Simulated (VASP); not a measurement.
Crystal: Zr2CrN2.

```
CELL_PARAMETERS angstrom
-2.22758 2.22758 3.74100
2.22758 -2.22758 3.74100
2.22758 2.22758 -3.74100
ATOMIC_POSITIONS crystal
Zr 0.68721 0.68721 0.00000
Zr 0.31279 0.31279 0.00000
Cr 0.00000 0.00000 0.00000
N 0.50000 0.00000 0.50000
N 0.00000 0.50000 0.50000
```

The cell was built by a generator and needn't be a form met in nature.

```yaml
Program: VASP 6.6.1
Task: relaxation of cell and atoms
Functional: PBE
Potentials_or_basis: VASP PAW PBE potentials, release 64 (Zr_sv, Cr_pv, N)
Cutoff: 520 eV
k_mesh: 4 × 4 × 4
Occupations: gaussian, width 0.15 eV
Spin: collinear spin, ferromagnetic start
Starting_moments: "[0.0, 0.0, 3.0, 0.0, 0.0] μB"
```

At the start: pressure -19.7 GPa; volume 14.85 Å³/atom.

How do energy, volume and symmetry change on relaxing?

Over 13 steps the energy falls by 914.4 meV/atom and the volume is 13.73 Å³/atom (-7.6 %); space group I4/mmm (No. 139, to 0.05 Å); moment 0.73 μB per cell.

Step by step:
```
step  energy change (eV)  largest force (eV/Å)  pressure (GPa)  volume (Å³)
   1              0.0000                3.5875          -19.66        74.25
   2             -2.7348                0.3715           32.60        55.71
   3             -3.0045                0.8148           13.83        58.87
   4             -3.8832                0.5352            4.92        63.37
   5             -4.5402                0.2467           -3.96        69.44
   6             -4.5370                0.2003           -2.90        68.99
   7             -4.5404                0.2150           -3.08        69.22
   8             -4.4948                0.5080            7.30        66.75
   9             -4.5666                0.3395            1.00        68.32
  10             -4.5672                0.3238            0.71        68.45
  11             -4.5672                0.3187            0.47        68.50
  12             -4.5714                0.0261           -0.93        68.68
  13             -4.5719                0.0637           -0.44        68.63
```

Final structure:
```
Zr Cr N
1.0
    -1.86419    1.86419    4.93723
     1.86419   -1.86419    4.93723
     1.86419    1.86419   -4.93723
Zr Cr N
2 1 2
Direct
  0.64560 0.64560 0.00000
  0.35440 0.35440 0.00000
  0.00000 0.00000 0.00000
  0.50000 0.00000 0.50000
  0.00000 0.50000 0.50000
```

Caveat: the k mesh is coarse (spacing up to 0.50 Å⁻¹), so the values aren't converged; a cell with one magnetic atom can't hold antiferromagnetic order, which such compounds often take.
